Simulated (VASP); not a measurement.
An input for Quantum ESPRESSO's pw.x (written as the equivalent of a VASP run, and not itself run):

```
&CONTROL
  calculation = 'scf'
  pseudo_dir = './pseudo'
  outdir = './out'
  tprnfor = .true.
  tstress = .true.
/
&SYSTEM
  ibrav = 0
  nat = 2
  ntyp = 1
  ecutwfc = 80
  occupations = 'smearing'
  smearing = 'fermi-dirac'
  degauss = 0.003675
  input_dft = 'pbe'
/
&ELECTRONS
  conv_thr = 7.3e-08
  electron_maxstep = 100
/
ATOMIC_SPECIES
  Ga 69.723 Ga.upf
CELL_PARAMETERS angstrom
     3.9441810    0.0000000    0.0000000
    -1.9720900    3.4157610    0.0000000
     0.0000000    0.0000000   14.0000000
ATOMIC_POSITIONS crystal
  Ga   0.0000000  0.0000000  0.5000000
  Ga   0.6666670  0.3333330  0.5000000
K_POINTS automatic
  7 7 1 0 0 0
```

Question: Translate this input to VASP (INCAR, KPOINTS, POSCAR, choice of POTCAR).

Answer: One answer among several that fit: 
### POSCAR
```
Ga
1
    3.9441810000     0.0000000000     0.0000000000
   -1.9720900000     3.4157610000     0.0000000000
    0.0000000000     0.0000000000    14.0000000000
Ga
2
Direct
  0.0000000000   0.0000000000   0.5000000000
  0.6666670000   0.3333330000   0.5000000000
```

File KPOINTS:
```
Regular mesh
0
gamma
7 7 1
```

### INCAR
```
LREAL = .FALSE.
LCHARG = .FALSE.
SIGMA = 0.05
ALGO = Normal   # blocked Davidson
NELM = 100   # most electronic steps
SYSTEM = Ga
EDIFF = 1E-6
GGA = PE   # PBE
ISMEAR = -1
LASPH = .TRUE.
ISIF = 2   # forces and stress, cell fixed
LMAXMIX = 4
ENCUT = 300   # plane-wave cut-off (eV)
LWAVE = .FALSE.
PREC = Accurate
```

POTCAR, in this order: Ga_d (PBE.64 set). Program: vasp_std.

The two are equivalent in intent, not identical: the potentials are each code's own (VASP's PAW set, PseudoDojo norm-conserving files in pw.x), so ENCUT and ecutwfc are chosen apart and not converted; conv_thr bounds pw.x's estimated SCF error, while EDIFF bounds the energy change between steps.

The cell is a sheet with vacuum, built from a generated structure.
